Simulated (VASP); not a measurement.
Wanted: the native input for a VASP 6.6.1 run.

```yaml
Task: single point
Functional: PBEsol
Potentials_or_basis: VASP PAW PBE potentials, release 64 (Tc_pv, Se)
Cutoff: 520 eV
k_mesh: 5 × 5 × 5
Occupations: gaussian, width 0.05 eV
Spin: collinear spin, ferromagnetic start
Starting_moments: "[0.5, 0.0, 0.0] μB"
Hubbard_terms: Tc d U = 3 eV
Further_INCAR_settings: ALGO = Fast; EDIFF = 1e-06; NBANDS = 24
```

The structure of TcSe2 lies in POSCAR:

```
TcSe2
1.0
    0.0000000000      3.1457489900      3.1457489900
    3.1457489900      0.0000000000      3.1457489900
    3.1457489900      3.1457489900      0.0000000000
Tc Se
1 2
Direct
    0.0000000000      0.0000000000      0.0000000000
    0.2500000000      0.2500000000      0.2500000000
    0.7500000000      0.7500000000      0.7500000000
```

The cell comes from a database or a generator and needn't be the stable form of this composition.

The input as run:

INCAR

```
SYSTEM = TcSe2
  ALGO = Fast
  EDIFF = 1E-6
  ENCUT = 520
  GGA = PS
  ISIF = 2
  ISMEAR = 0
  ISPIN = 2
  LASPH = .True.
  LCHARG = .False.
  LDAU = .True.
  LDAUJ = 0 0
  LDAUL = 2 -1
  LDAUPRINT = 1
  LDAUTYPE = 2
  LDAUU = 3 0
  LMAXMIX = 4
  LORBIT = 11
  LREAL = .False.
  LWAVE = .False.
  MAGMOM = 0.5 0 0
  NBANDS = 24
  NELM = 80
  PREC = Accurate
  SIGMA = 0.05
```

KPOINTS

```
k-points
0
Gamma
  5 5 5
  0 0 0
```

Potentials or basis: VASP PAW PBE potentials, release 64 (Tc_pv, Se).

Command:

```sh
$ cat potpaw_PBE.64/Tc_pv/POTCAR potpaw_PBE.64/Se/POTCAR > POTCAR
$ mpirun -np 1 vasp_std > vasp.out
```

Results of the run:

```
Pressure                                              : -12.1 GPa
Band gap on the k mesh                                : none (metal or under the smearing width)
Net moment                                            : 0.81 μB per cell
Site moments                                          : Tc +0.80; Se -0.01 μB
Valence electrons inside the program's atomic spheres : Tc 11.61; Se 3.74
```

Caveat: the PAW data sets were made with another functional, which shifts forces and pressure a little.

Wall time 2.2 min on 1 thread of AMD EPYC 7571 (shared host), peak memory 0.2 GiB.
